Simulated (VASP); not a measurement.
## PtP (relaxed from the CsCl type structure, space group Pm-3m): computed properties

The numbers are results of PBEsol GGA, VASP's PBE PAW potentials (set 64) (plane waves; VASP), not measurements.

```
Property                                                               Value
----------------------------------  ----------------------------------------
space group                                                      Pm-3m (221)
cell                                 a = b = c = 3.068 Å, α = β = γ = 90.00°
volume per atom                                               14.44 Å^3/atom
band gap (over mesh and band path)  none (metal, semimetal or under 0.01 eV)
density                                                          13.00 g/cm³
```

```
PtP
1.0
    3.06792     0.00000     0.00000
    0.00000     3.06792     0.00000
    0.00000     0.00000     3.06792
Pt P
1 1
Cartesian
  0.00000   0.00000   0.00000
  1.53396   1.53396   1.53396
```

Unless said otherwise, spin-orbit coupling is left out, though it shifts the bands of the heavy elements here.

The structure was generated: PtP was put into the CsCl type type (Pm-3m), which need not be its known phase. It was relaxed first, which changed the volume by -8 %. Symmetry was kept, so distortions that lower it aren't found. The electron count is odd and the run is not spin-polarised, which forces a metal.
